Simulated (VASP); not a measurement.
Here is the system:

```
CELL_PARAMETERS angstrom
      2.27460    -3.93972     0.00000
      2.27460     3.93972     0.00000
      0.00000     0.00000     6.04860
ATOMIC_POSITIONS crystal
  Te 0.00000 0.26300 0.66667
  Te 0.73700 0.73700 0.00000
  Te 0.26300 0.00000 0.33333
```

Method: PBE GGA, VASP's PBE PAW potentials (set 64) (plane waves; VASP). Run with 400 eV cut-off, 5×5×4 Γ-centred mesh, Gaussian smearing of 0.050 eV, potentials Te.

Question: What does the run give for the energy per atom (σ→0)?

Answer: 
The energy per atom (σ→0) is -3.140 eV/atom.

Total energies compare only between runs with the same potentials, cut-off and functional.

The compound is Te in the trig structure. The cell was not relaxed at this level. The run is one of a series of settings (EDIFF = 1E-8 against the base run), some of them coarse on purpose.
